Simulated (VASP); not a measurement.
A VASP calculation is set up with these files.

INCAR:
```
SYSTEM = Al
PREC = Accurate; ENCUT = 520; LREAL = F
LASPH = T
EDIFF = 1E-6; NELM = 100; ALGO = Normal
ISMEAR = 1; SIGMA = 0.1
GGA = PE; IVDW = 13
IBRION = 2; NSW = 60; ISIF = 3
EDIFFG = -0.01
LWAVE = F; LCHARG = F
```

**KPOINTS**
```
K-points
0
gamma
  14 14 14
0 0 0
```

File POSCAR:
```
Al
1.0
  0.0000000000   2.0250000000   2.0250000000
  2.0250000000   0.0000000000   2.0250000000
  2.0250000000   2.0250000000   0.0000000000
Al
1
direct
  0.0000000000   0.0000000000   0.0000000000
```

POTCAR, in this order: Al (PBE.64 set). Program: vasp_std.

Task: Translate this PBE-D4 calculation to Ansatz.

Result: One equivalent input (not run):
Ansatz 0.2 input:
```yaml
crystal:
  lattice:
    - [0.0000000, 2.0250000, 2.0250000]
    - [2.0250000, 0.0000000, 2.0250000]
    - [2.0250000, 2.0250000, 0.0000000]
  atoms:
    - { symbol: Al, position: [0.0000000, 0.0000000, 0.0000000] }
kpoints:
  mp_grid: { grid: [14, 14, 14] }
hamiltonian:
  xc: pbe
  dispersion: d4
  pseudopotentials: { kind: paw }
scf:
  occupations: { method: methfessel_paxton, width: 0.1 }
  max_iter: 100
relax:
  max_steps: 60
  f_tol: 0.01
  cell: {}
output: { forces: true, stress: true, eigenvalues: true }
```
What does not carry over: each code has its own PAW files, so the cut-off isn't converted (ENCUT is set for VASP's; basis.ecutwfc is left out, and Ansatz then takes the one that its files recommend); Ansatz stops its SCF on the density residual and VASP on the energy change (EDIFF).

The compound is Al in the fcc structure. This run relaxes it. Symmetry was kept, so distortions that lower it aren't found.
